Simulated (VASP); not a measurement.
VASP input:

**INCAR**
```
ALGO = Normal
EDIFF = 1E-6
EDIFFG = -0.02
ENCUT = 400
GGA = PS
IBRION = 2
ISIF = 3
ISMEAR = 1
LASPH = .True.
LCHARG = .False.
LMAXMIX = 6
LREAL = .False.
LWAVE = .False.
NELM = 100
NSW = 60
PREC = Accurate
SIGMA = 0.1
SYSTEM = Au3Ir
```

### POSCAR
```
Au3Ir
1
   -0.0971818785     4.0106151299     4.0201897539
    4.0106151299    -0.0971818785     4.0201897539
    1.9567166257     1.9567166257     0.0000000000
Ir Au
1 3
Direct
  0.0000000000   0.0000000000   0.0000000000
  0.0000000000   0.5000000000   0.0000000000
  0.5000000000   0.0000000000   0.0000000000
  0.5000000000   0.5000000000   0.0000000000
```

KPOINTS:
```
Automatic mesh
0
G
 6 6 12
```

POTCAR, in this order: Ir Au (PBE.64 set). Program: vasp_std.

Task: Write an equivalent input for Quantum ESPRESSO's pw.x.

Result: One equivalent input (not run):
```
&CONTROL
  calculation = 'vc-relax'
  pseudo_dir = './pseudo'
  outdir = './out'
  tprnfor = .true.
  tstress = .true.
  nstep = 60
  forc_conv_thr = 0.00078
/
&SYSTEM
  ibrav = 0
  nat = 4
  ntyp = 2
  ecutwfc = 76
  occupations = 'smearing'
  smearing = 'methfessel-paxton'
  degauss = 0.00735
  input_dft = 'pbesol'
/
&ELECTRONS
  conv_thr = 7.3e-08
  electron_maxstep = 100
/
&IONS
/
&CELL
/
ATOMIC_SPECIES
  Ir 192.217 Ir.upf
  Au 196.967 Au.upf
CELL_PARAMETERS angstrom
    -0.0971819    4.0106151    4.0201898
     4.0106151   -0.0971819    4.0201898
     1.9567166    1.9567166    0.0000000
ATOMIC_POSITIONS crystal
  Ir   0.0000000  0.0000000  0.0000000
  Au   0.0000000  0.5000000  0.0000000
  Au   0.5000000  0.0000000  0.0000000
  Au   0.5000000  0.5000000  0.0000000
K_POINTS automatic
  6 6 12 0 0 0
```
What does not carry over: the potentials are each code's own (VASP's PAW set, PseudoDojo norm-conserving files in pw.x), so ENCUT and ecutwfc are chosen apart and not converted; conv_thr bounds pw.x's estimated SCF error, while EDIFF bounds the energy change between steps; forc_conv_thr acts on force components and is met together with etot_conv_thr.

The structure was generated: Au3Ir was put into an ordered model structure (Cmmm), which need not be its known phase. This run relaxes it. Symmetry was kept, so distortions that lower it aren't found. The start is the result of an earlier pass.
